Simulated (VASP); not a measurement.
```xyz
8
Lattice="6.1588 0.0000 0.0000 0.0000 6.1588 0.0000 0.0000 0.0000 6.1588" Properties=species:S:1:pos:R:3 pbc="T T T"
Zn     0.0000     0.0000     0.0000
Zn     3.0794     3.0794     0.0000
Zn     3.0794     0.0000     3.0794
Te     1.5880     1.4914     1.4914
Te     4.5708     4.6675     1.4914
Te     4.5708     1.4914     4.6675
Te     1.5880     4.6675     4.6675
Mg     0.0000     3.0794     3.0794
```

The numbers are results of PBEsol GGA, VASP's PBE PAW potentials (set 64) (plane waves; VASP), not measurements. Settings: 400 eV cut-off, 4×4×4 Γ-centred mesh, tetrahedra with Blöchl corrections, potentials Zn Te Mg.

The cores are frozen, which limits the accuracy of field gradients.

Give the principal components of the electric field gradient (V/Å²) and the asymmetry η at each nucleus.

```csv
atom,Vxx,Vyy,Vzz,η
Zn1,3.7,3.7,-7.5,0.00
Zn2,3.7,3.7,-7.5,0.00
Zn3,3.7,3.7,-7.5,0.00
Te4,70.6,70.6,-141.2,0.00
Te5,70.6,70.6,-141.2,0.00
Te6,70.6,70.6,-141.2,0.00
Te7,70.6,70.6,-141.2,0.00
Mg8,0.0,0.0,0.0,-
```

The structure was generated: MgZn3Te4 was put into an ordered model structure (P-43m), which need not be its known phase. It was relaxed first.
